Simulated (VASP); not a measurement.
Output of a VASP run:

**OSZICAR**
```
       N       E                     dE             d eps       ncg     rms          rms(c)
DAV:   1     0.434366606919E+02    0.43437E+02   -0.55729E+03   223   0.710E+02
DAV:   2    -0.175842192858E+00   -0.43613E+02   -0.42409E+02   268   0.153E+02
DAV:   3    -0.126652663072E+01   -0.10907E+01   -0.10898E+01   223   0.249E+01
DAV:   4    -0.127461820418E+01   -0.80916E-02   -0.80912E-02   261   0.234E+00
DAV:   5    -0.127472757569E+01   -0.10937E-03   -0.10937E-03   223   0.222E-01    0.554E+00
DAV:   6     0.301842466165E-01    0.13049E+01   -0.33093E+00   253   0.308E+01    0.257E+00
DAV:   7     0.109205854421E+00    0.79022E-01   -0.43949E-01   265   0.741E+00    0.103E+00
DAV:   8     0.109221574029E+00    0.15720E-04   -0.42748E-02   226   0.156E+00    0.194E-01
DAV:   9     0.108854021345E+00   -0.36755E-03   -0.14097E-03   218   0.256E-01    0.132E-01
DAV:  10     0.108091219038E+00   -0.76280E-03   -0.33530E-03   236   0.299E-01    0.466E-02
DAV:  11     0.108134122800E+00    0.42904E-04   -0.20795E-04   220   0.118E-01
   1 F= 0.10813412E+00 E0= 0.11172135E+00  d E =-.717444E-02
```

File OUTCAR:
```
------------------------ aborting loop because EDIFF is reached ----------------------------------------
  FORCE on cell =-STRESS in cart. coord.  units (eV):
  Direction    XX          YY          ZZ          XY          YZ          ZX
  --------------------------------------------------------------------------------------
  Total      -59.0716761    -59.0716761    -59.0716761      0.0000000     -0.0000000      0.0000000
  in kB    -1945.8612021  -1945.8612021  -1945.8612021      0.0000000     -0.0000000      0.0000000
  external PRESSURE =   -1945.8612021 kB  Pullay stress =       0.0000000 kB
  volume of cell :       48.64
      direct lattice vectors                 reciprocal lattice vectors
     0.000000000  2.897228000  2.897228000    -0.172578755  0.172578755  0.172578755
     2.897228000  0.000000000  2.897228000     0.172578755 -0.172578755  0.172578755
     2.897228000  2.897228000  0.000000000     0.172578755  0.172578755 -0.172578755
  FREE ENERGIE OF THE ION-ELECTRON SYSTEM (eV)
  ---------------------------------------------------
  free  energy   TOTEN  =         0.1081341228 eV

  energy  without entropy=        0.1153085674  energy(sigma->0) =        0.11172135
```
(Selected blocks of OUTCAR.)

### POSCAR
```
GaAs
1
    0.0000000000     2.8972280000     2.8972280000
    2.8972280000     0.0000000000     2.8972280000
    2.8972280000     2.8972280000     0.0000000000
Ga As
1 1
Direct
  0.0000000000   0.0000000000   0.0000000000
  0.2500000000   0.2500000000   0.2500000000
```

**Question.** Write an INCAR and KPOINTS that could have produced this output.

**Answer.** This is not unique; one that fits is the input of the run itself, revPBE GGA, plane waves, VASP's PBE PAW potentials (set 64).

INCAR:
```
# general
SYSTEM =GaAs
PREC   =Accurate
ENCUT  =150   # plane-wave cut-off (eV)
LREAL  =.False.
LASPH  =.True.   # aspherical one-centre terms

# electronic loop
EDIFF  =1E-04   # SCF stop (eV)
NELM   =100   # most electronic steps
ALGO   =Normal   # blocked Davidson
LMAXMIX=4

# smearing
ISMEAR =-1
SIGMA  =0.1

# functional
GGA    =RE

# ions
ISIF   =2   # forces and stress, cell fixed

# output
LWAVE  =.False.
LCHARG =.False.
```

**KPOINTS**
```
K-points
0
gamma
4 4 4
0 0 0
```

POTCAR, in this order: Ga_d As (PBE.64 set). Program: vasp_std.

At this cut-off the stress carries a Pulay error, which pulls relaxed volumes low.

The structure comes from a computed database's GaAs entry; how it stands against other phases isn't given here. The cell was not relaxed at this level. The k-mesh is coarse (spacing up to 0.47 per Å, 2π included), so the numbers may not be converged in it. The run is one of a series of settings (EDIFF = 1E-04, ENCUT = 150, KPOINTS 4×4×4 Γ-centred mesh against the base run), some of them coarse on purpose.
